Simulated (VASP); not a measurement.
Input for VASP

**INCAR**
```
! general
SYSTEM   =  AlPd3
PREC     =  Accurate
ENCUT    =  400   ! plane-wave cut-off (eV)
LREAL    =  .FALSE.   ! projection in real space or not
LASPH    =  .TRUE.

! electronic loop
EDIFF    =  1E-7   ! SCF stop (eV)
NELM     =  100   ! most electronic steps
ALGO     =  Normal
LMAXMIX  =  4   ! l cut-off of mixed one-centre charges

! smearing
ISMEAR   =  -5   ! tetrahedra, Bloechl

! ions
ISIF     =  2

! output
LWAVE    =  .FALSE.
LCHARG   =  .TRUE.
LORBIT   =  11   ! lm-projected
NEDOS    =  601   ! DOS grid

! other
LEFG     =  .TRUE.
```

POSCAR:
```
AlPd3
1.0
  3.8156076894   0.0000000000   0.0000000000
  0.0000000000   3.8156076894   0.0000000000
  0.0000000000   0.0000000000   3.8156076894
Al Pd
1 3
Cart
  0.0000000000   0.0000000000   0.0000000000
  0.0000000000   1.9078038447   1.9078038447
  1.9078038447   0.0000000000   1.9078038447
  1.9078038447   1.9078038447   0.0000000000
```

KPOINTS:
```
Automatic
0
Gamma
 9 9 9
```

POTCAR, in this order: Al Pd (LDA.64 set). Program: vasp_std.

### Question
Translate this LDA calculation to Ansatz.

### Answer
One equivalent input (not run):
Ansatz 0.2 input:
```yaml
crystal:
  lattice:
    - [3.8156077, 0.0000000, 0.0000000]
    - [0.0000000, 3.8156077, 0.0000000]
    - [0.0000000, 0.0000000, 3.8156077]
  atoms:
    - { symbol: Al, position: [0.0000000, 0.0000000, 0.0000000] }
    - { symbol: Pd, position: [0.0000000, 0.5000000, 0.5000000] }
    - { symbol: Pd, position: [0.5000000, 0.0000000, 0.5000000] }
    - { symbol: Pd, position: [0.5000000, 0.5000000, 0.0000000] }
kpoints:
  mp_grid: { grid: [9, 9, 9] }
hamiltonian:
  xc: lda
  pseudopotentials: { kind: paw }
scf:
  occupations: { method: tetrahedron }
  max_iter: 100
output: { forces: true, stress: true, eigenvalues: true }
```
What does not carry over: each code has its own PAW files, so the cut-off isn't converted (ENCUT is set for VASP's; basis.ecutwfc is left out, and Ansatz then takes the one that its files recommend); Ansatz stops its SCF on the density residual and VASP on the energy change (EDIFF); Ansatz's lda is the Perdew-Wang form, while the LDA potentials of VASP carry Perdew-Zunger's; the field gradients of LEFG aren't asked of the other code.

The structure comes from a computed database's AlPd3 entry (Pm-3m); how it stands against other phases isn't given here. It was relaxed first.
